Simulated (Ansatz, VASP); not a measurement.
## SrSbPt: VASP beside Ansatz

```xyz
3
Lattice="4.4152 0.0000 0.0000 -2.2076 3.8236 0.0000 0.0000 0.0000 4.5453" Properties=species:S:1:pos:R:3 pbc="T T T"
Sr    0.0000    0.0000    0.0000
Sb    2.2076    1.2745    2.2726
Pt    0.0000    2.5491    2.2726
```

Alike in both runs: task relaxation of cell and atoms; functional LDA; k mesh 9 × 9 × 7; occupations fermi-dirac, width 0.05 eV; no spin polarisation.

```csv
,VASP,Ansatz
version,VASP 6.6.1,Ansatz 0.2.0
potentials or method,"VASP PAW LDA potentials, release 64 (Sr_sv, Sb, Pt), cutoff 600 eV","all-electron LAPW, scalar-relativistic"
```

Ansatz gave:

```
relaxed volume (Å³/atom)                                     : 25.29
relaxed cell length with the largest relative difference (Å) : 4.369
energy change over the relaxation (meV/atom)                 : -10
```

Problem. Estimate VASP's values.

Solution. Relaxed volume (Å³/atom): 25.40; relaxed cell length with the largest relative difference (Å): 4.383; energy change over the relaxation (meV/atom): -10.

Ansatz ran all-electron here, so the differences hold the error of VASP's frozen core and of both bases.

The runs have no spin-orbit coupling, so splittings on Pt, Sb are missing.
